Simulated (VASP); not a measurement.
Computed with r2SCAN meta-GGA, VASP's PBE PAW potentials (set 64) (plane waves; VASP).

VASP input:

File POSCAR:
```
Cs
5.3993140
 -0.5792796019   0.5763832039   0.5763832039
  0.5792796019  -0.5821759999   0.5821759999
  0.5792796019   0.5821759999  -0.5821759999
Cs
1
Direct
  0.0000000000   0.0000000000   0.0000000000
```

INCAR:
```
# general
SYSTEM =Cs
PREC   =Accurate
ENCUT  =480
LREAL  =.FALSE.
LASPH  =.TRUE.   # aspherical one-centre terms

# electronic loop
EDIFF  =1E-7
NELM   =100
ALGO   =Normal
LMAXMIX=4
LMIXTAU=.TRUE.

# smearing
ISMEAR =1
SIGMA  =0.1   # width (eV)

# functional
METAGGA=R2SCAN

# ions
ISIF   =2

# output
LWAVE  =.FALSE.
LCHARG =.FALSE.
```

### KPOINTS
```
Automatic mesh
0
Gamma
8 8 8
0 0 0
```

POTCAR, in this order: Cs_sv (PBE.64 set). Program: vasp_std.

Unless said otherwise, spin-orbit coupling is left out, though it shifts the bands of the heavy elements here.

Question: What does the run give for the energy per atom (σ→0), band gap (on the k-mesh)?

Answer: 
```json
{
  "energy per atom (σ→0)": "-25.012 eV/atom",
  "band gap (on the k-mesh)": "none (metal, semimetal or under 0.01 eV)"
}
```

File OSZICAR:
```
...
DAV:  29    -0.250124531299E+02    0.26037E-05   -0.20251E-06  1712   0.133E-02    0.722E-04
DAV:  30    -0.250124522870E+02    0.84294E-06   -0.13208E-06  1672   0.172E-02    0.528E-04
DAV:  31    -0.250124526585E+02   -0.37149E-06   -0.16621E-06  1680   0.155E-02    0.280E-04
DAV:  32    -0.250124523615E+02    0.29693E-06   -0.13002E-07  1792   0.470E-03    0.277E-04
DAV:  33    -0.250124524976E+02   -0.13609E-06   -0.82225E-08  1704   0.408E-03    0.190E-04
DAV:  34    -0.250124523730E+02    0.12462E-06   -0.12992E-07  1696   0.459E-03    0.855E-05
DAV:  35    -0.250124523668E+02    0.62086E-08   -0.10280E-08  1776   0.152E-03
   1 F= -.25012452E+02 E0= -.25011590E+02  d E =-.258698E-02
```

The compound is Cs in the bcc structure. This cell was strained or had an atom moved on purpose.
